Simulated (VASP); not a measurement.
Data:

```
CELL_PARAMETERS angstrom
      4.87962     0.00000     0.00000
      0.00000     4.87962     0.00000
      0.00000     0.00000     4.87962
ATOMIC_POSITIONS crystal
  Ge 0.00000 0.00000 0.00000
  Ge 0.50000 0.50000 0.50000
  Mo 0.25000 0.00000 0.50000
  Mo 0.75000 0.00000 0.50000
  Mo 0.50000 0.75000 0.00000
  Mo 0.50000 0.25000 0.00000
  Mo 0.00000 0.50000 0.75000
  Mo 0.00000 0.50000 0.25000
```

These are LDA (Ceperley-Alder, Perdew-Zunger), VASP's LDA PAW potentials (set 64) (plane waves; VASP 6.6.1) values and carry that method's errors. Settings: 400 eV cut-off, Gaussian smearing of 0.050 eV, potentials Ge_d Mo_sv.

**Question.** Give the energies of bands 51 to 64 at the high-symmetry points, in eV from the Fermi level.

**Answer.** 
| band | Γ | X | M | R |
|---|---|---|---|---|
| 51 | -2.18 | -2.54 | -1.41 | -1.70 |
| 52 | -2.18 | -2.54 | -1.41 | -1.70 |
| 53 | -1.66 | -1.81 | -1.08 | -1.27 |
| 54 | -1.66 | -1.81 | -0.89 | -1.27 |
| 55 | 1.11 | 0.19 | -0.85 | -1.27 |
| 56 | 1.11 | 0.19 | -0.85 | -1.27 |
| 57 | 1.11 | 0.86 | -0.72 | -1.27 |
| 58 | 1.23 | 0.86 | -0.64 | -1.27 |
| 59 | 2.28 | 1.40 | -0.22 | 1.18 |
| 60 | 2.28 | 1.40 | 0.13 | 1.18 |
| 61 | 2.64 | 1.64 | 0.88 | 1.18 |
| 62 | 2.64 | 1.64 | 1.08 | 1.18 |
| 63 | 2.64 | 2.17 | 1.08 | 1.18 |
| 64 | 2.70 | 2.17 | 1.80 | 1.18 |

It has no gap at this level: it comes out as a metal or semimetal.

The structure comes from a computed database's GeMo3 entry (Pm-3n); how it stands against other phases isn't given here. It was relaxed first.
